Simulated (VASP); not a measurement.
Given:

```
Te
1.0
    3.21080    -5.56127     0.00000
    3.21080     5.56127     0.00000
    0.00000     0.00000     5.75183
Te
3
Direct
  0.00000   0.17961   0.66667
  0.82039   0.82039   0.00000
  0.17961   0.00000   0.33333
```

Calculation: RPBE GGA, VASP's PBE PAW potentials (set 64) (plane waves; VASP). Settings: 520 eV cut-off, 5×5×5 Γ-centred mesh, tetrahedra with Blöchl corrections, potentials Te.

What does the run give for the energy per atom (σ→0)?

| Quantity | Value |
|---|---|
| energy per atom (σ→0) | -2.829 eV/atom |

Only differences to runs with the same potentials and settings are physical.

The compound is Te in the trig structure. It was relaxed first, which changed the volume by +101 %.
